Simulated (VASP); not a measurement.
Input:

```
CELL_PARAMETERS angstrom
      2.91581     0.00000     0.00000
      0.00000     2.91581     0.00000
      0.00000     0.00000     2.91581
ATOMIC_POSITIONS crystal
  Ru 0.00000 0.00000 0.00000
  P  0.50000 0.50000 0.50000
```

Level of theory: PBEsol GGA, VASP's PBE PAW potentials (set 64) (plane waves; VASP). Numerical set-up: 400 eV cut-off, 14×14×14 Γ-centred mesh, tetrahedra with Blöchl corrections, potentials Ru_pv P.

**Question.** What does the run give for the energy per atom (σ→0), band gap (on the k-mesh) with the smallest direct gap where there is one?

**Answer.** 
The band gap (on the k-mesh) comes out as none (metal, semimetal or under 0.01 eV) and the energy per atom (σ→0) is -8.276 eV/atom.

Total energies compare only between runs with the same potentials, cut-off and functional.

The structure was generated: RuP was put into the CsCl type type (Pm-3m), which need not be its known phase. It was relaxed first, which changed the volume by -30 %. The electron count is odd and the run is not spin-polarised, which forces a metal.
